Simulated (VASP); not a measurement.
Given:

```
CdS
1.0
    2.08588    -3.61285     0.00000
    2.08588     3.61285     0.00000
    0.00000     0.00000     6.77487
Cd S
2 2
Direct
  0.66667   0.33333   0.49998
  0.33333   0.66667   0.99998
  0.66667   0.33333   0.87702
  0.33333   0.66667   0.37702
```

These are r2SCAN meta-GGA, VASP's PBE PAW potentials (set 64) (plane waves; VASP 6.6.1) values and carry that method's errors. Settings: 520 eV cut-off, 6×6×4 Γ-centred mesh, Gaussian smearing of 0.050 eV, potentials Cd S.

Problem. Predict the energy per atom (σ→0), band gap (on the k-mesh) with the smallest direct gap where there is one.

Solution. 
The band gap (on the k-mesh) is 1.62 eV and the smallest direct gap (on the k-mesh) comes out as 1.62 eV. The energy per atom (σ→0) comes out as -14.845 eV/atom.

Only differences to runs with the same potentials and settings are physical.

The compound is CdS in the wurtzite structure. It was relaxed first.
